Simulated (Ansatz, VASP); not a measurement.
# Two plane-wave programs on Pt2F

POSCAR

```
Pt2F
1.0
    0.0000000000      2.8524300000      2.8524300000
    2.8524300000      0.0000000000      2.8524300000
    2.8524300000      2.8524300000      0.0000000000
Pt F
2 1
Direct
    0.2500000000      0.2500000000      0.2500000000
    0.7500000000      0.7500000000      0.7500000000
    0.0000000000      0.0000000000      0.0000000000
```

INCAR.step1

```
  PREC = Accurate
  ENCUT = 520
  EDIFF = 1E-5
  ISMEAR = -1
  SIGMA = 0.05
  LREAL = F
  LASPH = T
  NELM = 60
  ALGO = Normal
  ISIF = 2
  LWAVE = T
  LCHARG = F
  NBANDS = 20
  GGA = PE
```

INCAR.step2

```
  PREC = Accurate
  ENCUT = 520
  EDIFF = 1E-7
  ISMEAR = -1
  SIGMA = 0.05
  LREAL = F
  LASPH = T
  NELM = 60
  ALGO = Normal
  ISIF = 2
  LWAVE = F
  LCHARG = F
  GGA = PE
  LHFCALC = T
  HFSCREEN = 0.2
  AEXX = 0.25
  PRECFOCK = Fast
  NBANDS = 20
  ISTART = 1
```

Contents of KPOINTS:

```
regular mesh
0
Gamma
  4 4 4
```

Contents of input.yaml:

```yaml
crystal:
  lattice:
    - [0.0, 2.85243, 2.85243]
    - [2.85243, 0.0, 2.85243]
    - [2.85243, 2.85243, 0.0]
  atoms:
    - { symbol: Pt, position: [0.25, 0.25, 0.25] }
    - { symbol: Pt, position: [0.75, 0.75, 0.75] }
    - { symbol: F, position: [0.0, 0.0, 0.0] }
hamiltonian:
  xc: { exchange: pbe, correlation: pbe, exx: { coeff: 0.25, omega: 0.2 } }
  pseudopotentials: { kind: paw }
kpoints:
  mp_grid: { grid: [4, 4, 4] }
scf:
  occupations: { method: fermi_dirac, width: 0.05 }
output:
  forces: true
  stress: true
  eigenvalues: true
```

The cell was built by a generator and needn't be a form met in nature.

Alike in both runs: task single point; functional HSE(alpha, omega); k mesh 4 × 4 × 4; occupations fermi-dirac, width 0.05 eV; no spin polarisation.

|  | VASP | Ansatz |
| --- | --- | --- |
| version | VASP 6.6.1 | Ansatz 0.2.0 |
| potentials or method | VASP PAW PBE potentials, release 64 (Pt, F) | Ansatz PAW |
| plane-wave cutoff (eV) | 520 | 420 |
| valence electrons in the cell | 27 | 43 |

VASP gave:

| Item | Value |
| --- | --- |
| gap on the k mesh at the Fermi level (eV) | none |
| pressure (GPa) | -3.0 |

Question: Estimate Ansatz's values.

Answer: gap on the k mesh at the Fermi level (eV): none; pressure (GPa): -3.1.

A gap of «none» marks a metal or a gap that the smearing closes. The two sets of potentials don't hold the same shells in valence.

Caveats: the k mesh is coarse (spacing up to 0.48 Å⁻¹), so the values aren't converged, least of all with exact exchange; an odd number of electrons without spin polarisation forces a metal; a magnetic or distorted state may lie lower; the PAW data sets were made with another functional, which shifts forces and pressure a little (VASP); the PAW data sets come from PBE, with cores solved anew for the run's functional, which leaves a small shift of forces and pressure (Ansatz); the thresholds are loose for stress (Ansatz). The runs have no spin-orbit coupling, so splittings on Pt are missing.
